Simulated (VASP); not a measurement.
# A VASP study of Bi (optB86b-vdW): structure first, properties next

Aim: relax Bi, then compute properties on the relaxed cell. The steps: full relaxation (optB86b-vdW), single point with fields (optB86b-vdW), band structure (optB86b-vdW), total and projected DOS (optB86b-vdW), volume scan with optB86b-vdW, fit for optB86b-vdW and independent-particle dielectric function (optB86b-vdW). This is not the structure that Bi takes at ambient conditions. The start is a computed cell from the Materials Project.

Program: VASP 6.6.1. Level of theory: optB86b-vdW; plane waves and PAW (Bi_d). Results are calculated unless marked as measured.

The starting crystal is not the ambient structure of Bi (space group No. 166); it is a model or a phase of other conditions.

## (1) Starting point

Before any relaxation, the start is as follows. It takes space group Im-3m (No. 229, cubic). The conventional cell has a = 3.963 Å, b = 3.963 Å, c = 3.963 Å, α = 90.00°, β = 90.00°, γ = 90.00°. Bi has 8 Bi at 3.43 Å nearest.

Coordinates:

```cif
data_structure
_symmetry_space_group_name_H-M 'Im-3m'
_symmetry_Int_Tables_number 229
_cell_length_a 3.9629
_cell_length_b 3.9629
_cell_length_c 3.9629
_cell_angle_alpha 90.000
_cell_angle_beta 90.000
_cell_angle_gamma 90.000
_cell_volume 62.23
loop_
_atom_site_label
_atom_site_type_symbol
_atom_site_symmetry_multiplicity
_atom_site_Wyckoff_symbol
_atom_site_fract_x
_atom_site_fract_y
_atom_site_fract_z
_atom_site_occupancy
Bi1 Bi 2 a 0.00000 0.00000 0.00000 1
```

## (2) Full relaxation (optB86b-vdW)

Properties are meant for the cell that this level of theory prefers, so cell and atoms are relaxed first (ISIF = 3) until forces and stress are small; EDIFFG sets the threshold. optB86b-vdW pairs nonlocal correlation with a less repulsive exchange of B86b form. LUSE_VDW switches on a nonlocal correlation term for dispersion.

Input file INCAR:

```
SYSTEM = Bi
PREC = Accurate
ENCUT = 400
EDIFF = 1E-06
NELM = 100
ISMEAR = 1
SIGMA = 0.2
LREAL = .FALSE.
ALGO = Normal
GGA = MK
AGGAC = 0
LUSE_VDW = .TRUE.
PARAM1 = 0.1234
PARAM2 = 1
LASPH = .TRUE.
NBANDS = 13
LORBIT = 11
LWAVE = .FALSE.
LCHARG = .FALSE.
KPAR = 2
IBRION = 2
NSW = 60
ISIF = 3
EDIFFG = -0.01
```

Input file POSCAR:

```
Bi
1.0
   -1.9814305318      1.9814305318      1.9814305318
    1.9814305318     -1.9814305318      1.9814305318
    1.9814305318      1.9814305318     -1.9814305318
Bi
1
Direct
    0.0000000000      0.0000000000      0.0000000000
```

Input file KPOINTS:

```
Automatic mesh
0
Gamma
7 7 7
0 0 0
```

Potentials, in the order of the species: Bi_d (PBE family, release 64).

Command:

```console
mpirun -np 2 vasp_std
```

The program printed:

```text
[banner, memory and clock lines left out]
running    2 mpi-ranks, on    1 nodes
 distrk:  each k-point on    1 cores,    2 groups
 distr:  one band on    1 cores,    1 groups

 POSCAR found type information on POSCAR Bi
 POSCAR found :  1 types and       1 ions
|                                                                             |
|               ----> ADVICE to this user running VASP <----                  |
|                                                                             |
|     You have switched on vdW-DFT.                                           |
|     This routine was written and supplied by Jiri Klimes. We recommend      |
|     that you carefully read and cite the following publications:            |
|       J. Klimes, D.R. Bowler, A. Michelides                                 |
|          J. Phys.: Cond Matt. 22 022201 (2010)                              |
|       J. Klimes, D.R. Bowler, A. Michelides                                 |
|          Phys. Rev. B. 83, 195131 (2011)                                    |
|     and references therein.                                                 |
|                                                                             |

|                                                                             |
|               ----> ADVICE to this user running VASP <----                  |
|                                                                             |
|     You enforced a specific xc type in the INCAR file but a different       |
|     [... a line on the potential file left out ...]
|     I HOPE YOU KNOW WHAT YOU ARE DOING!                                     |
|                                                                             |

 LDA part: xc-table for (Slater+PW92), standard interpolation
 POSCAR, INCAR and KPOINTS ok, starting setup
 FFT: planning ... GRIDC
 FFT: planning ... GRID_SOFT
 FFT: planning ... GRID
 WAVECAR not read
 entering main loop
       N       E                     dE             d eps       ncg     rms          rms(c)
DAV:   1     0.101372289802E+03    0.10137E+03   -0.69312E+03   543   0.110E+03
DAV:   2     0.479260115702E+01   -0.96580E+02   -0.94249E+02   555   0.304E+02
DAV:   3    -0.390346190293E+00   -0.51829E+01   -0.51687E+01   643   0.756E+01
DAV:   4    -0.503448034450E+00   -0.11310E+00   -0.11308E+00   659   0.119E+01
DAV:   5    -0.508805108916E+00   -0.53571E-02   -0.53569E-02   714   0.234E+00    0.382E-01
DAV:   6    -0.506416266941E+00    0.23888E-02   -0.64012E-03   656   0.108E+00    0.220E-01
DAV:   7    -0.506169298937E+00    0.24697E-03   -0.37430E-03   660   0.842E-01    0.638E-02
DAV:   8    -0.506242799077E+00   -0.73500E-04   -0.41450E-04   625   0.310E-01    0.957E-03
DAV:   9    -0.506239767131E+00    0.30319E-05   -0.11149E-05   684   0.511E-02    0.426E-03
DAV:  10    -0.506239821022E+00   -0.53891E-07   -0.15926E-06   588   0.112E-02
   1 F= -.50623982E+00 E0= -.50531780E+00  d E =-.506240E+00
 curvature:   0.00 expect dE= 0.000E+00 dE for cont linesearch  0.000E+00
 trial: gam= 0.00000 g(F)=  0.610E-62 g(S)=  0.651E-03 ort = 0.000E+00 (trialstep = 0.100E+01)
 search vector abs. value=  0.651E-03
 bond charge predicted
       N       E                     dE             d eps       ncg     rms          rms(c)
DAV:   1    -0.523481130926E+00   -0.17241E-01   -0.41592E-01   655   0.117E+01    0.693E-01
DAV:   2    -0.508860037788E+00    0.14621E-01   -0.23136E-02   635   0.276E+00    0.274E-01
DAV:   3    -0.506317581863E+00    0.25425E-02   -0.10110E-02   836   0.168E+00    0.293E-02
DAV:   4    -0.506329384707E+00   -0.11803E-04   -0.14036E-04   570   0.131E-01    0.167E-02
DAV:   5    -0.506343896229E+00   -0.14512E-04   -0.10869E-04   570   0.902E-02    0.759E-03
DAV:   6    -0.506341357174E+00    0.25391E-05   -0.11912E-05   610   0.405E-02    0.167E-03
DAV:   7    -0.506342054565E+00   -0.69739E-06   -0.84755E-07   473   0.579E-03
   2 F= -.50634205E+00 E0= -.50536650E+00  d E =-.102234E-03
 trial-energy change:   -0.000102  1 .order   -0.000103   -0.000651    0.000445
 step:   0.5940(harm=  0.5940)  dis= 0.00000  next Energy=    -0.506433 (dE=-0.193E-03)
 bond charge predicted
       N       E                     dE             d eps       ncg     rms          rms(c)
DAV:   1    -0.509263689532E+00   -0.29223E-02   -0.67711E-02   650   0.466E+00    0.282E-01
DAV:   2    -0.506836957002E+00    0.24267E-02   -0.37919E-03   635   0.112E+00    0.111E-01
DAV:   3    -0.506420683471E+00    0.41627E-03   -0.16315E-03   826   0.679E-01    0.116E-02
DAV:   4    -0.506425048620E+00   -0.43651E-05   -0.22386E-05   580   0.519E-02    0.663E-03
DAV:   5    -0.506431810690E+00   -0.67621E-05   -0.17934E-05   575   0.369E-02    0.312E-03
DAV:   6    -0.506430423540E+00    0.13872E-05   -0.19442E-06   590   0.160E-02    0.648E-04
DAV:   7    -0.506430255277E+00    0.16826E-06   -0.12169E-07   305   0.239E-03
   3 F= -.50643026E+00 E0= -.50547614E+00  d E =-.190434E-03
 curvature:  -0.30 expect dE=-0.858E-08 dE for cont linesearch -0.858E-08
 trial: gam=-0.00662 g(F)=  0.281E-62 g(S)=  0.289E-07 ort = 0.434E-05 (trialstep = 0.919E+00)
 search vector abs. value=  0.101E-09
 reached required accuracy - stopping structural energy minimisation
```

Run time: 55 s. Hardware: 2 MPI ranks of Intel Xeon Platinum 8259CL at 2.50GHz (Skylake/Cascade Lake), shared host; peak memory 0.5 GiB; 1.8 min of CPU time.

Lines that name or quote the potential files are left out of all logs, and their timing lines are given in words.

OUTCAR, selected parts (step 2):

```text
ion  position               nearest neighbor table
   1  0.000  0.000  0.000-

  LATTYP: Found a body centered cubic cell.
 ALAT       =     3.9628610636

 Subroutine GETGRP returns: Found 48 space group operations
 (whereof 48 operations were pure point group operations)

The static configuration has the point symmetry O_h .

 Found     20 irreducible k-points:

   k-points           NKPTS =     20   k-points in BZ     NKDIM =     20   number of bands    NBANDS=     13

   dimension x,y,z NGX =    24 NGY =   24 NGZ =   24
   dimension x,y,z NGXF=    48 NGYF=   48 NGZF=   48

   ENCUT  =  400.0 eV  29.40 Ry    5.42 a.u.   5.60  5.60  5.60*2*pi/ulx,y,z

   NELECT =      15.0000    total number of electrons

 k-points in reciprocal lattice and weights: Automatic mesh
   0.00000000  0.00000000  0.00000000       0.003
   0.14285714  0.00000000  0.00000000       0.035
   0.28571429  0.00000000  0.00000000       0.035
   0.42857143  0.00000000  0.00000000       0.035
   0.14285714  0.14285714  0.00000000       0.070
   0.28571429  0.14285714 -0.00000000       0.140
   0.42857143  0.14285714 -0.00000000       0.070
   0.28571429  0.28571429  0.00000000       0.070
   0.14285714  0.14285714  0.14285714       0.023
[...]
-0.42857143 -0.42857143  0.28571429       0.023
  -0.42857143  0.42857143  0.42857143       0.017

 average (electrostatic) potential at core
       1-103.2538

 E-fermi :   7.6820

 k-point     1 :       0.0000    0.0000    0.0000
  band No.  band energies     occupation
    ...
      2     -15.2120      2.00000
      3     -15.2120      2.00000
      4     -15.0836      2.00000
      5     -15.0836      2.00000
      6      -5.7683      2.00000
      7      12.7323      0.00000
      8      12.7323      0.00000
      9      12.7323      0.00000
     10      16.9061      0.00000
     11      18.3161      0.00000
    ...

 k-point     2 :       0.1429    0.0000    0.0000
  band No.  band energies     occupation
    ...
      2     -15.1999      2.00000
      3     -15.1736      2.00000
      4     -15.0919      2.00000
      5     -15.0852      2.00000
      6      -5.4029      2.00000
      7       9.9098     -0.00000
      8      11.7839      0.00000
      9      12.4237      0.00000
     10      16.1559      0.00000
     11      17.0626      0.00000
    ...

 k-point     3 :       0.2857    0.0000    0.0000
  band No.  band energies     occupation
    ...
      3     -15.1010      2.00000
      4     -15.0883      2.00000
      5     -15.0855      2.00000
      6      -4.3646      2.00000
      7       6.0401      2.00000
      8      10.2883     -0.00000
      9      11.7322      0.00000
     10      14.5982      0.00000
     11      15.9765      0.00000
     12      18.5879      0.00000
    ...

Total vdW correction in eV:      2.4734521

  Total        0.0004467      0.0004467      0.0004467      0.0000000     -0.0000000      0.0000000
  in kB        0.0228698      0.0228698      0.0228698      0.0000000     -0.0000000      0.0000000
  external PRESSURE =       0.0228698 kB  Pullay stress =       0.0000000 kB

  energy-cutoff  :      400.00
  volume of cell :       31.30
      direct lattice vectors                 reciprocal lattice vectors
    -1.985238054  1.985238054  1.985238054     0.000000000  0.251858964  0.251858964
     1.985238054 -1.985238054  1.985238054     0.251858964  0.000000000  0.251858964
     1.985238054  1.985238054 -1.985238054     0.251858964  0.251858964  0.000000000

 POSITION                                       TOTAL-FORCE (eV/Angst)
 -----------------------------------------------------------------------------------
      0.00000      0.00000      0.00000        -0.000000      0.000000     -0.000000
 -----------------------------------------------------------------------------------
    total drift:                               -0.000000      0.000000      0.000000

  FREE ENERGIE OF THE ION-ELECTRON SYSTEM (eV)
  ---------------------------------------------------
  free  energy   TOTEN  =        -0.5064302553 eV

  energy  without entropy=       -0.5035679194  energy(sigma->0) =       -0.50547614

Total vdW correction in eV:      2.4734537

 reached required accuracy - stopping structural energy minimisation

 total charge
# of ion       s       p       d       tot
------------------------------------------
    1        1.554   1.268   9.916  12.738

[... 3 further parts left out ...]
```

CONTCAR:

```
Bi
   1.00000000000000
    -1.9852380544860779    1.9852380544860779    1.9852380544860779
     1.9852380544860779   -1.9852380544860779    1.9852380544860779
     1.9852380544860779    1.9852380544860779   -1.9852380544860779
  Bi
     1
Direct
     0.0000000000000000    0.0000000000000000    0.0000000000000000
```

This run has no spin polarisation. Its electron count is odd, so without a moment it is a metal by construction. The k-mesh is coarse for a metal. The PAW data sets were made with PBE, which is usual practice but a small mismatch for other functionals. The run keeps the 48 symmetry operations of its start, so it cannot find a distortion of lower symmetry.

Step by step:

| step | energy less that of the first step (eV) | largest force (eV/Å) | pressure (GPa) | volume (Å³) |
| --- | --- | --- | --- | --- |
| 1 | 0.0000 | 0.0000 | 0.35 | 31.12 |
| 2 | -0.0001 | 0.0000 | -0.23 | 31.42 |
| 3 | -0.0002 | 0.0000 | 0.00 | 31.30 |

| conventional cell, symmetrised | before | after | change |
| --- | --- | --- | --- |
| a (Å) | 3.963 | 3.970 | +0.2 % |
| b (Å) | 3.963 | 3.970 | +0.2 % |
| c (Å) | 3.963 | 3.970 | +0.2 % |
| volume (Å³/atom) | 31.12 | 31.30 | +0.6 % |

Final coordinates:

```cif
data_structure
_symmetry_space_group_name_H-M 'P 1'
_symmetry_Int_Tables_number 1
_cell_length_a 3.4385
_cell_length_b 3.4385
_cell_length_c 3.4385
_cell_angle_alpha 109.471
_cell_angle_beta 109.471
_cell_angle_gamma 109.471
_cell_volume 31.30
loop_
_atom_site_label
_atom_site_type_symbol
_atom_site_fract_x
_atom_site_fract_y
_atom_site_fract_z
_atom_site_occupancy
Bi1 Bi 0.00000 0.00000 0.00000 1
```

This step gave:

* electrons: 15
* bands: 13
* irreducible k-points: 20
* symmetry operations: 48
* free energy (TOTEN): -0.5064 eV
* energy at zero smearing: -0.5055 eV
* Fermi energy: 7.682 eV
* pressure: 0.002287 GPa
* metallic, judged on the points sampled: yes
* SCF cycles over all ionic steps: 24

It ends with forces that vanish by symmetry and a pressure of 0.00 GPa.

(Continued in part 2 of 4.)

[Lines on the potential files, build, host, timing and source positions are cut from VASP's logs without a mark.]

[Logs are printed without paths, hosts, clocks, repeated set-up lines and the standing remarks that a program may print on its own settings, such as how far it seeks lower states.]

[Hosts, paths, dates, database ids (printed as entryN), source tags and the programs' standing remarks are cut or masked in the printed files.]

[A measured line is paired with the nearest computed mode of its activity, which favours agreement.]

[In band tables of VASP the shares of atoms and orbitals are scaled to a sum of 1 inside the atoms' spheres.]
